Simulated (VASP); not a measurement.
## BaCu4As2: single point with r2SCAN

BaCu4As2:

```xyz
7
Lattice="6.1620 0.8775 -0.9895 0.0121 5.1894 0.1124 -0.0539 1.3785 4.2508" Properties=species:S:1:pos:R:3 pbc="T T T"
Cu    5.7910    3.3788    1.2113
Cu    1.7042    2.4592    0.8660
Cu    1.4437    4.3363    2.7169
Cu    3.7085    3.5672   -0.2809
Ba    5.5439    5.9851   -0.2254
As    3.1664    5.8261    1.7274
As    3.5508    3.3497    2.1295
```

The cell was built by a generator and needn't be a form met in nature.

```yaml
Program: VASP 6.6.1
Task: single point
Functional: r2SCAN
Potentials_or_basis: VASP PAW PBE potentials, release 64 (Cu, Ba_sv, As)
Cutoff: 520 eV
k_mesh: 3 × 4 × 4, shifted
Occupations: fermi-dirac, width 0.0217 eV
Spin: no spin polarisation
Dipole_correction: no
Further_INCAR_settings: ALGO = Normal; EDIFF = 1e-06; NBANDS = 41
```

The pressure is 6.9 GPa. The largest force is 1.738 eV/Å and the band gap on the k mesh is none (metal or under the smearing width).

Forces in eV/Å, atoms in the order of the input:
```
Cu   0.469  0.782 -0.173
Cu  -0.542 -0.104  0.140
Cu  -0.103 -0.415  0.487
Cu  -0.527  0.151  0.262
Ba   1.513 -0.449  0.223
As  -0.781  0.649  0.688
As  -0.031 -0.613 -1.626
```

Stress tensor (GPa, compression positive):
```
 4.58 -2.79  2.30
-2.79 12.37 -3.14
 2.30 -3.14  3.81
```

Levels at points of the mesh, in eV from the Fermi level:
| k point | band 28 | band 29 | band 30 | band 31 | band 32 | band 33 | band 34 | band 35 | band 36 | band 37 |
| --- | --- | --- | --- | --- | --- | --- | --- | --- | --- | --- |
| (0.17, 0.12, 0.12) | -2.11 | -1.99 | -1.50 | -0.81 | -0.32 | 0.37 | 1.45 | 1.75 | 2.80 | 3.32 |

Run time: 5.9 min on 1 thread of Intel(R) Xeon(R) 6975P-C (Granite Rapids) (shared host), peak memory 0.34 GiB.

Caveat: the k mesh is coarse (spacing up to 0.38 Å⁻¹), so the values aren't converged; the PAW data sets were made with another functional, which shifts forces and pressure a little. Spin-orbit coupling is left out, which matters for the levels of Ba.
